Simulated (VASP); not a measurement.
Computed with MS2 meta-GGA, VASP's PBE PAW potentials (set 64) (plane waves; VASP).

A VASP calculation is set up with these files.

**POSCAR**
```
SiC
1
    1.5361325514    -2.6606593844     0.0000000000
    1.5361325514     2.6606593844     0.0000000000
    0.0000000000     0.0000000000     5.0445579606
Si C
2 2
Direct
  0.6666670000   0.3333330000   0.4996080215
  0.3333330000   0.6666670000   0.9996080215
  0.6666670000   0.3333330000   0.8753919785
  0.3333330000   0.6666670000   0.3753919785
```

INCAR:
```
# general
SYSTEM =SiC
PREC   =Accurate
ENCUT  =520
LREAL  =F   # projection in real space or not
LASPH  =T   # aspherical one-centre terms

# electronic loop
EDIFF  =1E-7   # SCF stop (eV)
NELM   =100
ALGO   =Normal   # blocked Davidson
LMIXTAU=T

# smearing
ISMEAR =0   # Gaussian
SIGMA  =0.05

# functional
METAGGA=MS2

# ions
IBRION =2
NSW    =30
ISIF   =4   # ions and shape, fixed volume
EDIFFG =-0.01   # ionic stop

# output
LWAVE  =F
LCHARG =F
```

File KPOINTS:
```
K-points
0
gamma
  8 8 5
0 0 0
```

POTCAR, in this order: Si C (PBE.64 set). Program: vasp_std.

The run wrote:

File OUTCAR:
```
 ion  position               nearest neighbor table
   1  0.667  0.333  0.500-   4 1.88   4 1.88   4 1.88   3 1.90   2 3.08   2 3.08   2 3.08   2 3.08
                             2 3.08   2 3.08
   2  0.333  0.667  1.000-   3 1.88   3 1.88   3 1.88   4 1.90   1 3.08   1 3.08   1 3.08   1 3.08
                             1 3.08   1 3.08
   3  0.667  0.333  0.875-   2 1.88   2 1.88   2 1.88   1 1.90
   4  0.333  0.667  0.375-   1 1.88   1 1.88   1 1.88   2 1.90
  LATTYP: Found a hexagonal cell.
 ALAT       =     3.0722648934
 C/A-ratio  =     1.6419671271
 Subroutine PRICEL returns:
 Original cell was already a primitive cell.
 Subroutine GETGRP returns: Found 12 space group operations
The static configuration has the point symmetry C_3v.
 The point group associated with its full space group is C_6v.
The dynamic configuration has the point symmetry C_3v.
 Subroutine INISYM returns: Found 12 space group operations
 Subroutine IBZKPT returns following result:
 Found     30 irreducible k-points:

 Following reciprocal coordinates:
            Coordinates               Weight
  0.000000  0.000000  0.000000      1.000000
  0.125000 -0.000000  0.000000      6.000000
  0.250000 -0.000000  0.000000      6.000000
...
```

### OSZICAR
```
       N       E                     dE             d eps       ncg     rms          rms(c)
DAV:   1     0.702464625192E+00    0.70246E+00   -0.69996E+03   720   0.112E+03
DAV:   2    -0.610273927916E+02   -0.61730E+02   -0.55850E+02  1076   0.174E+02
DAV:   3    -0.633851831371E+02   -0.23578E+01   -0.23448E+01   948   0.347E+01
DAV:   4    -0.634034839620E+02   -0.18301E-01   -0.18294E-01   864   0.349E+00
DAV:   5    -0.634036898533E+02   -0.20589E-03   -0.20586E-03   940   0.367E-01    0.154E+01
DAV:   6    -0.422551466456E+02    0.21149E+02   -0.17548E+01   832   0.324E+01    0.721E+00
DAV:   7    -0.419040245246E+02    0.35112E+00   -0.31483E+00   720   0.211E+01    0.340E+00
DAV:   8    -0.424970609556E+02   -0.59304E+00   -0.11360E+00   844   0.109E+01    0.155E+00
DAV:   9    -0.423889274900E+02    0.10813E+00   -0.29528E-01   764   0.725E+00    0.644E-01
DAV:  10    -0.425062044020E+02   -0.11728E+00   -0.36133E-01   736   0.757E+00    0.275E-01
DAV:  11    -0.425384583442E+02   -0.32254E-01   -0.34763E-02   776   0.211E+00    0.121E-01
DAV:  12    -0.425406815406E+02   -0.22232E-02   -0.57488E-03   896   0.884E-01    0.565E-02
DAV:  13    -0.425405653442E+02    0.11620E-03   -0.12795E-03   872   0.400E-01    0.468E-02
DAV:  14    -0.425411079594E+02   -0.54262E-03   -0.50062E-04   764   0.357E-01    0.195E-02
DAV:  15    -0.425411115412E+02   -0.35818E-05   -0.11212E-04   796   0.138E-01    0.112E-02
DAV:  16    -0.425411364762E+02   -0.24935E-04   -0.10668E-05   844   0.437E-02    0.510E-03
DAV:  17    -0.425411240786E+02    0.12398E-04   -0.20155E-06   804   0.221E-02    0.308E-03
DAV:  18    -0.425411237897E+02    0.28889E-06   -0.30029E-06   788   0.235E-02    0.940E-04
DAV:  19    -0.425411231417E+02    0.64804E-06   -0.32466E-08   608   0.246E-03    0.673E-04
DAV:  20    -0.425411238103E+02   -0.66862E-06   -0.86484E-08   492   0.367E-03    0.340E-04
DAV:  21    -0.425411222187E+02    0.15916E-05   -0.20497E-08   436   0.228E-03    0.421E-05
DAV:  22    -0.425411225156E+02   -0.29687E-06   -0.15289E-09   440   0.506E-04    0.502E-05
DAV:  23    -0.425411225556E+02   -0.40041E-07   -0.17023E-10   436   0.156E-04
   1 F= -.42541123E+02 E0= -.42541123E+02  d E =-.425411E+02
```

File OUTCAR:
```
------------------------ aborting loop because EDIFF is reached ----------------------------------------
  FORCE on cell =-STRESS in cart. coord.  units (eV):
  Direction    XX          YY          ZZ          XY          YZ          ZX
  --------------------------------------------------------------------------------------
  Total        0.0071267      0.0071267     -0.0016748      0.0000000      0.0000000      0.0000000
  in kB        0.2769024      0.2769024     -0.0650725      0.0000000      0.0000000      0.0000000
  external PRESSURE =       0.1629108 kB  Pullay stress =       0.0000000 kB
  volume of cell :       41.24
      direct lattice vectors                 reciprocal lattice vectors
     1.536132551 -2.660659384  0.000000000     0.325492744 -0.187923341  0.000000000
     1.536132551  2.660659384  0.000000000     0.325492744  0.187923341  0.000000000
     0.000000000  0.000000000  5.044557961     0.000000000  0.000000000  0.198233425
  FREE ENERGIE OF THE ION-ELECTRON SYSTEM (eV)
  ---------------------------------------------------
  free  energy   TOTEN  =       -42.5411225556 eV

  energy  without entropy=      -42.5411225556  energy(sigma->0) =      -42.54112256

 reached required accuracy - stopping structural energy minimisation
```
(Selected blocks of OUTCAR.)

### OUTCAR
```
 val. band max:        8.0819291518   @ k =   0.0000   0.0000   0.0000

 cond. band min:      10.9446676261   @ k =   0.3750   0.2500   0.0000


 Fermi energy:         8.2854603156

 k-point     1 :       0.0000    0.0000    0.0000
  band No.  band energies     occupation
      1      -8.1086      2.00000
      2      -4.5591      2.00000
      3      -0.7416      2.00000
      4       6.7276      2.00000
      5       6.7277      2.00000
      6       7.9520      2.00000
      7       8.0819      2.00000
      8       8.0819      2.00000
      9      13.4973      0.00000
     10      14.9110      0.00000
     11      15.4127      0.00000
     12      15.4127      0.00000

 k-point     2 :       0.1250   -0.0000    0.0000
  band No.  band energies     occupation
      1      -7.8320      2.00000
      2      -4.3274      2.00000
      3      -0.4895      2.00000
      4       5.3489      2.00000
      5       6.3028      2.00000
      6       7.0885      2.00000
      7       7.7657      2.00000
      8       7.9165      2.00000
      9      13.8540      0.00000
     10      15.0425      0.00000
     11      15.7571      0.00000
     12      15.9726      0.00000

 k-point     3 :       0.2500   -0.0000    0.0000
  band No.  band energies     occupation
      1      -7.0227      2.00000
      2      -3.6973      2.00000
      3       0.1935      2.00000
      4       2.9087      2.00000
      5       5.0261      2.00000
      6       5.5290      2.00000
      7       7.0662      2.00000
      8       7.4632      2.00000
      9      12.5965      0.00000
     10      14.3903      0.00000
     11      16.1546      0.00000
     12      16.4573      0.00000

 k-point     4 :       0.3750   -0.0000    0.0000
  band No.  band energies     occupation
      1      -5.7815      2.00000
      2      -3.0695      2.00000
      3       0.3276      2.00000
      4       1.8619      2.00000
      5       2.9160      2.00000
      6       4.9348      2.00000
...
```

The compound is SiC in the wurtzite structure, the rare 2H polytype. It was relaxed first.
